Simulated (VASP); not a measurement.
VASP runs on ReCl6 (space group R-3) share one base input (PBEsol GGA, plane waves, VASP's PBE PAW potentials (set 64)) and change the settings named in each case.

### KPOINTS
```
K-points
0
gamma
 3 3 3
```

INCAR:
```
ISIF = 2
ISMEAR = 0   # Gaussian
EDIFF = 1E-6
SYSTEM = ReCl6
LMAXMIX = 6
LCHARG = .FALSE.
SIGMA = 0.1   # width (eV)
LORBIT = 11   # lm-projected
ALGO = Normal
NELM = 100   # most electronic steps
PREC = Accurate
GGA = PS
LASPH = .TRUE.
ENCUT = 300   # plane-wave cut-off (eV)
LWAVE = .FALSE.
ISPIN = 2   # spin-polarised
LREAL = .FALSE.
```

File POSCAR:
```
ReCl6
1
    3.0482400000     1.7599020000     5.5520530000
   -3.0482400000     1.7599020000     5.5520530000
    0.0000000000    -3.5198040000     5.5520530000
Re Cl
1 6
Direct
  0.0000000000   0.0000000000   0.0000000000
  0.6179000000   0.2310900000   0.9139400000
  0.3821000000   0.7689100000   0.0860600000
  0.9139400000   0.6179000000   0.2310900000
  0.0860600000   0.3821000000   0.7689100000
  0.2310900000   0.9139400000   0.6179000000
  0.7689100000   0.0860600000   0.3821000000
```

POTCAR, in this order: Re Cl (PBE.64 set). Program: vasp_std. The INCAR's line for the spin-polarised start is left out here.

```tsv
change	E(σ→0) (eV/atom)	pressure (GPa)	largest force (eV/Å)	−TS (eV)
base run	-4.1469	-1.59	0.169	-0.0203
GGA removed, POTCAR Re Cl (LDA.64 set)	-4.4133	-3.56	0.277	-0.0239
GGA_COMPAT = .FALSE., ISPIN removed, ISYM = 0, LNONCOLLINEAR = .TRUE., LSORBIT = .TRUE., another spin-polarised start, program vasp_ncl	-4.1928	-1.52	0.160	-0.0234
KPOINTS 1×1×1 Γ-centred mesh	-3.9749	0.03	0.463	-0.0005
```
 Energies of different potentials or functionals have different zeros.  The run has a spin-polarised start. Unless said otherwise, spin-orbit coupling is left out, though it shifts the bands of the heavy elements here. At 300 eV the pressure can carry a Pulay error.

Left out are runs that ran out of time, are held back, or changed the cell or the kind of run, fixed moments of cells without a moment, rows past the twelfth, gaps on odd meshes, pressures of charged cells and columns that move by less than the noise.

The structure comes from a computed database's ReCl6 entry (R-3); how it stands against other phases isn't given here. The cell was not relaxed at this level, forces remain on its atoms.
